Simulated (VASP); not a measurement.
```
Ca
1.0
    0.00000     2.76263     2.76263
    2.76263     0.00000     2.76263
    2.76263     2.76263     0.00000
Ca
1
Direct
  0.00000   0.00000   0.00000
```

All values below come from PBE GGA, VASP's PBE PAW potentials (set 64) (plane waves; VASP). Settings: 480 eV cut-off, 10×10×10 Γ-centred mesh, first-order Methfessel-Paxton smearing of 0.10 eV, potentials Ca_sv.

Energy and stress use the plane-wave basis of the starting cell.

Question: The ions, cell shape and volume at an external pressure of 1.0 GPa are relaxed. What does this cell relax into?

Answer: 
```
Ca
1.0
    0.00000     2.71680     2.71680
    2.71680     0.00000     2.71680
    2.71680     2.71680     0.00000
Ca
1
Direct
  0.00000   0.00000   0.00000
```
Space group Fm-3m (225), at a tolerance of 0.03 Å.

Question: How do energy and volume change from the first to the last step?

Answer: The energy (σ→0) changes by +6.5 meV/atom and the volume by -4.9 %, in 3 ionic steps.

The compound is Ca in the fcc structure. This run relaxes it under an external pressure of 1 GPa. Symmetry was kept, so distortions that lower it aren't found.
